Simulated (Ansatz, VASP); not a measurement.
**One calculation of AlB2Sb3, two programs**

INCAR

```
PREC = Accurate
ENCUT = 520
EDIFF = 1E-6
ISMEAR = 0
SIGMA = 0.1
LREAL = F
LASPH = T
NELM = 100
ALGO = Normal
ISIF = 2
LWAVE = F
LCHARG = F
GGA = PE
NBANDS = 21
```

File KPOINTS:

```
regular mesh
0
Gamma
  6 6 2
```

POSCAR

```
AlB2Sb3
1.0
    3.7064073200      0.0000000000      0.0000000000
    0.0000000000      3.7064073200      0.0000000000
    0.0000000000      0.0000000000      8.0532955000
Al B Sb
1 2 3
Direct
    0.0000000000      0.0000000000      0.0000000000
    0.5000000000      0.0000000000      0.2626059900
    0.0000000000      0.5000000000      0.7373940100
    0.5000000000      0.0000000000      0.6250519800
    0.0000000000      0.5000000000      0.3749480200
    0.5000000000      0.5000000000      0.0000000000
```

Input for Ansatz:

```yaml
crystal:
  lattice:
    - [3.70640732, 0.0, 0.0]
    - [0.0, 3.70640732, 0.0]
    - [0.0, 0.0, 8.0532955]
  atoms:
    - { symbol: Al, position: [0.0, 0.0, 0.0] }
    - { symbol: B, position: [0.5, 0.0, 0.26260599] }
    - { symbol: B, position: [0.0, 0.5, 0.73739401] }
    - { symbol: Sb, position: [0.5, 0.0, 0.62505198] }
    - { symbol: Sb, position: [0.0, 0.5, 0.37494802] }
    - { symbol: Sb, position: [0.5, 0.5, 0.0] }
basis:
  ecutwfc: 420
kpoints:
  mp_grid: { grid: [6, 6, 2] }
hamiltonian:
  xc: pbe
scf:
  occupations: { method: gaussian, width: 0.1 }
  lower_state_search: "off"
output:
  forces: true
  stress: true
  eigenvalues: true
```

Change from the starting cell: species swapped into the Ti2CuSb3 type (P-4m2, No. 115).

Alike in both runs: task single point; functional PBE; k mesh 6 × 6 × 2; occupations gaussian, width 0.1 eV; no spin polarisation.

|  | VASP | Ansatz |
| --- | --- | --- |
| version | VASP 6.6.1 | Ansatz 0.2.0 |
| potentials or method | VASP PAW PBE potentials, release 64 (Al, B, Sb) | scalar-relativistic, plane waves, PAW |
| plane-wave cutoff (eV) | 520 | 420 |
| valence electrons in the cell | 24 | 54 |

Ansatz gave:

| Item | Value |
| --- | --- |
| gap on the k mesh at the Fermi level (eV) | none |
| pressure (GPa) | 1.5 |
| largest component of the traceless stress (GPa) | 4.41 |
| rms of the force components (eV/Å) | 0.184 |

Question: Estimate VASP's values.

Answer: gap on the k mesh at the Fermi level (eV): none; pressure (GPa): 1.5; largest component of the traceless stress (GPa): 4.53; rms of the force components (eV/Å): 0.183.

Atom by atom the forces differ by 0.002 eV/Å (rms over components). A gap of «none» marks a metal or a gap that the smearing closes. The two sets of potentials don't hold the same shells in valence.

Caveats: the k mesh is coarse (spacing up to 0.39 Å⁻¹), so the values aren't converged. Spin-orbit coupling is left out, which matters for the levels of Sb.
